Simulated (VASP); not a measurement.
Computed with RPBE GGA, VASP's PBE PAW potentials (set 64) (plane waves; VASP 6.6.1).

VASP input:

### POSCAR
```
ZrC
1
    0.0000000000     2.3673057733     2.3673057733
    2.3673057733     0.0000000000     2.3673057733
    2.3673057733     2.3673057733     0.0000000000
Zr C
1 1
Direct
  0.0000000000   0.0000000000   0.0000000000
  0.5000000000   0.5000000000   0.5000000000
```

**KPOINTS**
```
Automatic mesh
0
Gamma
15 15 15
0 0 0
```

**INCAR**
```
ISIF = 2
LMAXMIX = 4   ! l cut-off of mixed one-centre charges
ALGO = Normal
PREC = Accurate
ISMEAR = -5   ! tetrahedra, Bloechl
LCHARG = .TRUE.
LASPH = .TRUE.   ! aspherical one-centre terms
LREAL = .FALSE.
LWAVE = .FALSE.
ENCUT = 520   ! plane-wave cut-off (eV)
NEDOS = 601
SYSTEM = ZrC
EDIFF = 1E-7
LORBIT = 11
NELM = 100   ! most electronic steps
GGA = RP
```

POTCAR, in this order: Zr_sv C (PBE.64 set). Program: vasp_std.

The resulting files:

### OSZICAR
```
       N       E                     dE             d eps       ncg     rms          rms(c)
DAV:   1     0.110653838584E+03    0.11065E+03   -0.90266E+03  2904   0.135E+03
DAV:   2    -0.160750335331E+02   -0.12673E+03   -0.11948E+03  3360   0.335E+02
DAV:   3    -0.217333270896E+02   -0.56583E+01   -0.55481E+01  4200   0.632E+01
DAV:   4    -0.219574932947E+02   -0.22417E+00   -0.22399E+00  3760   0.117E+01
DAV:   5    -0.219625379839E+02   -0.50447E-02   -0.50443E-02  4172   0.156E+00    0.201E+01
DAV:   6    -0.186797286037E+02    0.32828E+01   -0.16283E+01  3260   0.280E+01    0.745E+00
DAV:   7    -0.185630410413E+02    0.11669E+00   -0.75784E-01  3440   0.697E+00    0.539E+00
DAV:   8    -0.185598114089E+02    0.32296E-02   -0.13446E-01  3112   0.361E+00    0.123E+00
DAV:   9    -0.185563510765E+02    0.34603E-02   -0.27895E-02  3788   0.112E+00    0.418E-01
DAV:  10    -0.185568968095E+02   -0.54573E-03   -0.20152E-03  3276   0.585E-01    0.324E-01
DAV:  11    -0.185567159105E+02    0.18090E-03   -0.65954E-04  3280   0.210E-01    0.171E-02
DAV:  12    -0.185567148025E+02    0.11080E-05   -0.13223E-05  4172   0.406E-02    0.116E-02
DAV:  13    -0.185567146693E+02    0.13323E-06   -0.41960E-07  3504   0.673E-03    0.100E-03
DAV:  14    -0.185567147024E+02   -0.33152E-07   -0.18656E-08  1848   0.119E-03
   1 F= -.18556715E+02 E0= -.18556715E+02  d E =0.000000E+00
```

File OUTCAR:
```
------------------------ aborting loop because EDIFF is reached ----------------------------------------
  FORCE on cell =-STRESS in cart. coord.  units (eV):
  Direction    XX          YY          ZZ          XY          YZ          ZX
  --------------------------------------------------------------------------------------
  Total       -0.0190514     -0.0190514     -0.0190514     -0.0000000     -0.0000000     -0.0000000
  in kB       -1.1503868     -1.1503868     -1.1503868     -0.0000000     -0.0000000     -0.0000000
  external PRESSURE =      -1.1503868 kB  Pullay stress =       0.0000000 kB
  volume of cell :       26.53
      direct lattice vectors                 reciprocal lattice vectors
     0.000000000  2.367305773  2.367305773    -0.211210569  0.211210569  0.211210569
     2.367305773  0.000000000  2.367305773     0.211210569 -0.211210569  0.211210569
     2.367305773  2.367305773  0.000000000     0.211210569  0.211210569 -0.211210569
 POSITION                                       TOTAL-FORCE (eV/Angst)
 -----------------------------------------------------------------------------------
      0.00000      0.00000      0.00000         0.000000      0.000000      0.000000
      2.36731      2.36731      2.36731        -0.000000     -0.000000     -0.000000
 -----------------------------------------------------------------------------------
    total drift:                                0.000000      0.000000      0.000000
  FREE ENERGIE OF THE ION-ELECTRON SYSTEM (eV)
  ---------------------------------------------------
  free  energy   TOTEN  =       -18.5567147024 eV

  energy  without entropy=      -18.5567147024  energy(sigma->0) =      -18.55671470

 total charge

# of ion       s       p       d       tot
------------------------------------------
    1        2.170   6.040   1.592   9.802
    2        0.891   1.460   0.000   2.352
--------------------------------------------------
tot          3.061   7.500   1.592  12.153
```
(Selected blocks of OUTCAR.)

For a metal the tetrahedron method with Blöchl corrections gives inexact stress and forces.

The compound is ZrC in the rock salt structure. It was relaxed first.
